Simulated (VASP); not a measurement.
A run of VASP 6.6.1 is set up as follows.

File INCAR:

```
PREC = Accurate
ENCUT = 520
EDIFF = 1E-6
ISMEAR = -1
SIGMA = 0.05
LREAL = Auto
LASPH = T
NELM = 100
ALGO = Normal
ISIF = 2
LWAVE = F
LCHARG = F
GGA = PE
NBANDS = 53
```

KPOINTS

```
Automatic mesh
0
Gamma
  1 1 1
```

Contents of POSCAR:

```
ZnH12Cl2O6
1.0
    6.2658270000      0.0000000000      0.0000000000
    0.0000000000      6.2658270000      0.0000000000
    0.0000000000      0.0000000000      6.2658270000
O H Zn Cl
6 12 1 2
Direct
    0.0366272481      0.7269431473      0.4817879587
    0.3880573147      0.5861476865      0.2200667206
    0.7230170894      0.4353296061      0.0728076278
    0.0616199585      0.2550501315      0.6211789761
    0.4220831504      0.6349840173      0.7511378785
    0.7932871431      0.8910555622      0.7569471675
    0.0141082733      0.5990589909      0.4054373030
    0.0677324797      0.8229719716      0.3633837959
    0.5486905400      0.6028094935      0.1923130019
    0.3313050296      0.5835941529      0.0708445988
    0.7759231144      0.4427986920     -0.0868361032
    0.8121832920      0.3078923181      0.0702221750
   -0.0542625898      0.1594681755      0.6545025900
    0.1599150439      0.1948824952      0.7144787113
    0.2739781995      0.6841714589      0.7755081652
    0.4689724118      0.5261715652      0.6622270292
    0.8480923588      0.7928083555      0.6363725012
    0.6413518918      0.8150879365      0.7938776478
    0.3369706824      0.2330418634      0.3497223910
    0.6213066527      0.2602210371      0.5465359960
    0.2015695614      0.0682431864      0.0965076118
```

Potentials or basis: VASP PAW PBE potentials, release 64 (O, H, Zn, Cl).

Run with:

```console
$ cat potpaw_PBE.64/O/POTCAR potpaw_PBE.64/H/POTCAR potpaw_PBE.64/Zn/POTCAR potpaw_PBE.64/Cl/POTCAR > POTCAR
$ mpirun -np 1 vasp_gam > vasp.out
```

**Question.** Predict the largest force.

**Answer.** 5.209 eV/Å.

**Question.** Predict the pressure.

**Answer.** 2.3 GPa.

**Question.** Predict the band gap on the k mesh.

**Answer.** 2.89 eV, direct.

Stress tensor (GPa, compression positive):
```
 1.18 -2.56  3.44
-2.56  3.29  0.54
 3.44  0.54  2.46
```
